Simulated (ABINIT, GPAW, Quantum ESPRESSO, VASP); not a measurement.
**Code comparison for CsPbCl₃ (Pm-3m, 5 atoms in the cell)**

Self-consistent single point.

```yaml
crystal:
  lattice:
    - [5.71098, 0.00000, 0.00000]
    - [0.00000, 5.71098, 0.00000]
    - [0.00000, 0.00000, 5.71098]
  atoms:
    - { symbol: Cs, position: [0.00000, 0.00000, 0.00000] }
    - { symbol: Pb, position: [0.50000, 0.50000, 0.50000] }
    - { symbol: Cl, position: [0.50000, 0.00000, 0.50000] }
    - { symbol: Cl, position: [0.00000, 0.50000, 0.50000] }
    - { symbol: Cl, position: [0.50000, 0.50000, 0.00000] }
```

Shared settings, as Quantum ESPRESSO writes them: occupations = smearing; smearing = fd; degauss = 0.00147 Ry; K_POINTS = automatic 2 2 2 0 0 0. Potentials and cutoffs stand in the table.

| code | model | pressure (GPa) | gap on the mesh (eV) | cutoff |
|---|---|---|---|---|
| GPAW | PBE, GPAW PAW datasets PBE (gpaw-data 1.0.1) | 1.28 | 2.039 | 600 eV |
| Quantum ESPRESSO | PBE, PseudoDojo standard norm-conserving (PBE) pseudopotentials | 1.33 | 2.102 | 65 Ry |
| ABINIT | PBE, PAW (JTH v2.0 PBE PAW) | 1.26 | 2.104 | 52 Ry |
| VASP | PBE, VASP's PBE PAW potentials (set 64) | 1.04 | – | 300 eV |

A dash marks a value that a program does not give, or that is left out as unsure.

No gap is tabulated for VASP: it is not read from that output, or partly filled or unconverged empty levels leave it unsure.

Gaps are read on the mesh.

On GPAW's run: spin-orbit coupling is off.

The spread over the programs that give each value: pressure within 0.29 GPa; gap on the mesh within 0.065 eV.

On the base mesh (5 5 5 0 0 0) the same programs gave: GPAW pressure 0.15 GPa; Quantum ESPRESSO pressure 0.22 GPa; ABINIT pressure 0.16 GPa; VASP pressure -0.05 GPa.

The values differ from the base mesh's, so the mesh still matters here: the table compares the programs at equal settings.

VASP's run is marked for a possible Pulay error in its stress at this cutoff; no cutoff test was made.

The starting cell has typed, rounded lattice constants, without a prior relaxation at this level. Its lattice was rescaled by a random factor within 2.5 % of one.

Left out of this page: Ansatz, Elk, FLEUR and SIESTA (not drawn, or without a comparable value); CP2K (on another mesh).
